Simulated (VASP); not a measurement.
Runs of VASP 6.6.1 on C. The structure is hexagonal, space group P6_3/mmc (No. 194). Conventional cell: a = 2.461 Å, b = 2.461 Å, c = 9.391 Å, α = 90.00°, β = 90.00°, γ = 120.00°. Around C (site symmetry -6m2) lie 3 C at 1.42 Å. Around C (site symmetry -6m2) lie 3 C at 1.42 Å. The cell was built by a generator and needn't be a form met in nature.

```csv
level,potentials or basis,gap on the mesh (eV),pressure (GPa)
vdW-DF,"VASP PAW PBE potentials, release 64 (C)",1.16,3.7
SCAN+rVV10,"VASP PAW PBE potentials, release 64 (C)",1.24,-2.3
optB88-vdW,"VASP PAW PBE potentials, release 64 (C)",1.16,0.7
PBEsol,"VASP PAW PBE potentials, release 64 (C)",(a),(b)
LDA,"VASP PAW LDA potentials, release 64 (C)",1.16,-3.5
```

Alike in all rows: task single point; no spin polarisation; cell as given; k mesh 16 × 16 × 4; cutoff (eV) 520; smearing fermi-dirac 0.05 eV.

Fill in the values left out.

(a) 1.17; (b) -0.1.

Caveats: the PAW data sets were made with another functional, which shifts forces and pressure a little (some runs); this functional lacks dispersion, which binds the layers, so the pressure and a relaxed spacing across them are unreliable (some runs).

A k mesh can miss the band edges.
